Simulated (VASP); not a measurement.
Level of theory: HSE06 screened hybrid, VASP's PBE PAW potentials (set 64) (plane waves; VASP 6.6.1).

The input files of a VASP run:

### POSCAR
```
Ga32NP31
1
   11.0671092084     0.0000000000     0.0000000000
    0.0000000000    11.0671092084     0.0000000000
    0.0000000000     0.0000000000    11.0671092084
Ga P N
32 31 1
Direct
  0.4999803225   0.0023616269   0.0023428153
  0.7498080964   0.2503115899   0.0012902883
  0.7496512236   0.0010781151   0.2497556207
  0.0000974328   0.9998807869   0.9997883886
  0.2521162621   0.2502048278   0.0018210096
  0.5002011404   0.5000752424   0.0010083432
  0.7498993148   0.7477825927   0.0018072652
  0.2520664142   0.0022897793   0.2501034123
  0.5151101901   0.2656617526   0.2650554671
  0.7346922830   0.4850130949   0.2653448780
  0.5001327927   0.0014455135   0.4997498943
  0.7345118945   0.2653565067   0.4842894143
  0.7499873806   0.0023542694   0.7479751860
  0.9975491083   0.5000424464   0.0023078990
  0.2498785871   0.7501723302   0.9999721860
  0.9989522040   0.2501588474   0.2497836719
  0.2508231644   0.4999751068   0.2500972972
  0.5000983801   0.7489219780   0.2501196476
  0.9975805852   0.0022950760   0.4999184316
  0.2509995308   0.2499098591   0.4998590599
  0.5150278388   0.4848227156   0.4848971166
  0.7497749151   0.7489977484   0.4999342432
  0.2498962907   0.9998700326   0.7500175853
  0.5002762950   0.2500691069   0.7489031701
  0.7498378679   0.4996898661   0.7487481282
  0.9977691323   0.7482047087   0.2501804926
  0.9986709063   0.4997582937   0.5000135343
  0.2520964811   0.7477799502   0.4999009054
  0.9977142842   0.2500392277   0.7478318828
  0.2520129290   0.4998588222   0.7480554252
  0.5001629666   0.7482242874   0.7478125268
  0.0000512393   0.7500902257   0.7501091623
  0.6245492241   0.1301879367   0.1299779782
  0.8699203636   0.3754700928   0.1300798907
  0.8699871253   0.1299250095   0.3748418006
  0.1251308136   0.1254583325   0.1251129609
  0.3797035706   0.3750464573   0.1296829852
  0.6252346825   0.6202071348   0.1298409403
  0.8744809451   0.8749067805   0.1251131467
  0.3799383335   0.1301139473   0.3746630729
  0.8701192342   0.6202246252   0.3749091651
  0.6253446402   0.1300452745   0.6199296082
  0.8698656237   0.3745665857   0.6199007731
  0.8746126426   0.1255185776   0.8751008847
  0.1246939107   0.6248048021   0.1254602440
  0.3753371937   0.8751658470   0.1255220214
  0.1248638670   0.3748706538   0.3750230547
  0.3798196271   0.6200316326   0.3750956083
  0.6249688802   0.8750305744   0.3749394935
  0.1248113103   0.1253826849   0.6246579148
  0.3797812570   0.3749430908   0.6201645952
  0.6247602992   0.6201587918   0.6201597192
  0.8744832553   0.8751491768   0.6247250464
  0.3754692611   0.1254085532   0.8749442621
  0.6250224317   0.3749828755   0.8749864383
  0.8745204892   0.6244555732   0.8748789230
  0.1250437222   0.8751968791   0.3751534901
  0.1250918506   0.6245424642   0.6246683786
  0.3753646143   0.8749856627   0.6244419386
  0.1246685438   0.3750639835   0.8749714522
  0.3754644066   0.6248092915   0.8747717201
  0.6250648654   0.8753251335   0.8750576711
  0.1250231418   0.8749579056   0.8749629545
  0.6247984199   0.3752833426   0.3749025188
```

INCAR:
```
AEXX  =  0.25
LCHARG  =  .False.
GGA  =  PE   # PBE
HFSCREEN  =  0.2   # 1/Angstrom
SYSTEM  =  Ga32NP31
LMAXMIX  =  4   # l cut-off of mixed one-centre charges
PRECFOCK  =  Fast
ALGO  =  Normal
LWAVE  =  .False.
ISYM  =  0
LASPH  =  .True.   # aspherical one-centre terms
ENCUT  =  400   # plane-wave cut-off (eV)
ISIF  =  0
ISMEAR  =  0   # Gaussian
NELMIN  =  4
NELM  =  50   # most electronic steps
LREAL  =  Auto   # projection in real space or not
LHFCALC  =  .True.
PREC  =  Normal
EDIFF  =  1E-5   # SCF stop (eV)
SIGMA  =  0.05
```

**KPOINTS**
```
Automatic mesh
0
Gamma
1 1 1
0 0 0
```

POTCAR, in this order: Ga P N (PBE.64 set). Program: vasp_gam. Read from the step before: WAVECAR.

Output of the run:

### OUTCAR
```
 ion  position               nearest neighbor table
   1  0.500  0.002  0.002-  54 2.40  46 2.40  62 2.42  33 2.43
   2  0.750  0.250  0.001-  34 2.39  33 2.39  55 2.40  44 2.40
   3  0.750  0.001  0.250-  33 2.39  35 2.39  39 2.40  49 2.40
   4  0.000  1.000  1.000-  63 2.39  44 2.40  39 2.40  36 2.40
   5  0.252  0.250  0.002-  54 2.40  36 2.40  60 2.42  37 2.43
   6  0.500  0.500  0.001-  38 2.39  37 2.39  61 2.40  55 2.40
   7  0.750  0.748  0.002-  56 2.40  39 2.40  62 2.42  38 2.43
   8  0.252  0.002  0.250-  46 2.40  36 2.40  57 2.42  40 2.43
   9  0.515  0.266  0.265-  64 2.10  33 2.44  37 2.44  40 2.44
  10  0.735  0.485  0.265-  64 2.10  34 2.44  38 2.44  41 2.44
  11  0.500  0.001  0.500-  40 2.39  42 2.39  59 2.40  49 2.40
  12  0.735  0.265  0.484-  64 2.10  42 2.44  43 2.44  35 2.44
  13  0.750  0.002  0.748-  44 2.40  53 2.40  62 2.42  42 2.43
  14  0.998  0.500  0.002-  56 2.40  45 2.40  60 2.42  34 2.43
  15  0.250  0.750  1.000-  63 2.39  46 2.40  45 2.40  61 2.40
  16  0.999  0.250  0.250-  34 2.39  35 2.39  36 2.40  47 2.40
  17  0.251  0.500  0.250-  48 2.39  37 2.39  45 2.40  47 2.40
  18  0.500  0.749  0.250-  38 2.39  48 2.39  46 2.40  49 2.40
  19  0.998  0.002  0.500-  53 2.40  50 2.40  57 2.42  35 2.43
  20  0.251  0.250  0.500-  40 2.39  51 2.39  50 2.40  47 2.40
  21  0.515  0.485  0.485-  64 2.10  48 2.44  52 2.44  51 2.44
  22  0.750  0.749  0.500-  52 2.39  41 2.39  53 2.40  49 2.40
  23  0.250  1.000  0.750-  63 2.39  59 2.40  50 2.40  54 2.40
  24  0.500  0.250  0.749-  42 2.39  51 2.39  54 2.40  55 2.40
  25  0.750  0.500  0.749-  43 2.39  52 2.39  56 2.40  55 2.40
  26  0.998  0.748  0.250-  45 2.40  39 2.40  57 2.42  41 2.43
  27  0.999  0.500  0.500-  43 2.39  41 2.39  58 2.40  47 2.40
  28  0.252  0.748  0.500-  58 2.40  59 2.40  57 2.42  48 2.43
  29  0.998  0.250  0.748-  44 2.40  50 2.40  60 2.42  43 2.43
  30  0.252  0.500  0.748-  58 2.40  61 2.40  60 2.42  51 2.43
  31  0.500  0.748  0.748-  59 2.40  61 2.40  62 2.42  52 2.43
  32  0.000  0.750  0.750-  63 2.39  56 2.40  53 2.40  58 2.40
  33  0.625  0.130  0.130-   3 2.39   2 2.39   1 2.43   9 2.44
  34  0.870  0.375  0.130-   2 2.39  16 2.39  14 2.43  10 2.44
  35  0.870  0.130  0.375-  16 2.39   3 2.39  19 2.43  12 2.44
  36  0.125  0.125  0.125-   5 2.40   8 2.40  16 2.40   4 2.40
  37  0.380  0.375  0.130-   6 2.39  17 2.39   5 2.43   9 2.44
  38  0.625  0.620  0.130-   6 2.39  18 2.39   7 2.43  10 2.44
  39  0.874  0.875  0.125-   7 2.40  26 2.40   3 2.40   4 2.40
  40  0.380  0.130  0.375-  11 2.39  20 2.39   8 2.43   9 2.44
  41  0.870  0.620  0.375-  27 2.39  22 2.39  26 2.43  10 2.44
  42  0.625  0.130  0.620-  11 2.39  24 2.39  13 2.43  12 2.44
  43  0.870  0.375  0.620-  27 2.39  25 2.39  29 2.43  12 2.44
  44  0.875  0.126  0.875-  29 2.40  13 2.40   2 2.40   4 2.40
  45  0.125  0.625  0.125-  26 2.40  14 2.40  17 2.40  15 2.40
  46  0.375  0.875  0.126-   8 2.40   1 2.40  18 2.40  15 2.40
  47  0.125  0.375  0.375-  16 2.40  20 2.40  17 2.40  27 2.40
  48  0.380  0.620  0.375-  17 2.39  18 2.39  28 2.43  21 2.44
  49  0.625  0.875  0.375-  18 2.40  22 2.40   3 2.40  11 2.40
  50  0.125  0.125  0.625-  29 2.40  19 2.40  20 2.40  23 2.40
  51  0.380  0.375  0.620-  24 2.39  20 2.39  30 2.43  21 2.44
  52  0.625  0.620  0.620-  22 2.39  25 2.39  31 2.43  21 2.44
  53  0.874  0.875  0.625-  13 2.40  19 2.40  22 2.40  32 2.40
  54  0.375  0.125  0.875-   1 2.40   5 2.40  24 2.40  23 2.40
  55  0.625  0.375  0.875-  24 2.40  25 2.40   2 2.40   6 2.40
  56  0.875  0.624  0.875-   7 2.40  14 2.40  25 2.40  32 2.40
  57  0.125  0.875  0.375-   8 2.42  28 2.42  26 2.42  19 2.42
  58  0.125  0.625  0.625-  30 2.40  28 2.40  27 2.40  32 2.40
  59  0.375  0.875  0.624-  31 2.40  28 2.40  11 2.40  23 2.40
  60  0.125  0.375  0.875-  30 2.42  29 2.42   5 2.42  14 2.42
  61  0.375  0.625  0.875-  31 2.40  30 2.40   6 2.40  15 2.40
  62  0.625  0.875  0.875-  13 2.42   7 2.42  31 2.42   1 2.42
  63  0.125  0.875  0.875-  15 2.39   4 2.39  32 2.39  23 2.39
  64  0.625  0.375  0.375-  12 2.10   9 2.10  10 2.10  21 2.10
 Subroutine IBZKPT returns following result:
 Found      1 irreducible k-points:

 Following reciprocal coordinates:
            Coordinates               Weight
  0.000000  0.000000  0.000000      1.000000
 Subroutine IBZKPT_HF returns following result:
   k-points           NKPTS =      1   k-points in BZ     NKDIM =      1   number of bands    NBANDS=    161
   number of dos      NEDOS =    301   number of ions     NIONS =     64
   total plane-waves  NPLWV = 157464
...
```

### OSZICAR
```
       N       E                     dE             d eps       ncg     rms          rms(c)
DAV:   1    -0.344497799955E+03   -0.34450E+03   -0.17275E+01   322   0.108E+01    0.107E+01
DAV:   2    -0.344623233134E+03   -0.12543E+00   -0.59131E-01   355   0.130E+00    0.710E+00
DAV:   3    -0.344590410339E+03    0.32823E-01   -0.24733E-02   355   0.305E-01    0.413E+00
DAV:   4    -0.344576381786E+03    0.14029E-01   -0.13010E-02   363   0.205E-01    0.231E+00
DAV:   5    -0.344571784188E+03    0.45976E-02   -0.28471E-03   364   0.994E-02    0.128E+00
DAV:   6    -0.344570015376E+03    0.17688E-02   -0.94042E-04   380   0.665E-02    0.697E-01
DAV:   7    -0.344569455411E+03    0.55996E-03   -0.44813E-04   356   0.423E-02    0.377E-01
DAV:   8    -0.344569240973E+03    0.21444E-03   -0.67281E-05   372   0.216E-02    0.203E-01
DAV:   9    -0.344569179386E+03    0.61586E-04   -0.82551E-05   308   0.165E-02    0.106E-01
DAV:  10    -0.344569160487E+03    0.18899E-04   -0.10039E-05   203   0.802E-03    0.566E-02
DAV:  11    -0.344569155767E+03    0.47205E-05   -0.91125E-06   227   0.633E-03
   1 F= -.34456916E+03 E0= -.34456916E+03  d E =-.515647E-15
```

OUTCAR:
```
------------------------ aborting loop because EDIFF is reached ----------------------------------------
  volume of cell :     1355.51
      direct lattice vectors                 reciprocal lattice vectors
    11.067109208  0.000000000  0.000000000     0.090357832  0.000000000  0.000000000
     0.000000000 11.067109208  0.000000000     0.000000000  0.090357832  0.000000000
     0.000000000  0.000000000 11.067109208     0.000000000  0.000000000  0.090357832
  FREE ENERGIE OF THE ION-ELECTRON SYSTEM (eV)
  ---------------------------------------------------
  free  energy   TOTEN  =      -344.5691557666 eV

  energy  without entropy=     -344.5691557666  energy(sigma->0) =     -344.56915577

  exchange ACFDT corr.  =         0.00000000  see jH, gK, PRB 81, 115126
```
(Selected blocks of OUTCAR.)

The supercell is sampled at Γ alone, which is coarse: total energies, pressure and levels can be off, energies of defects by several tenths of an eV.

The cell is a supercell with a defect, built from GaP (zinc blende): N_P. The cell's shape comes from a PBE relaxation. The run is not spin-polarised, so no state with unpaired spins was tried.
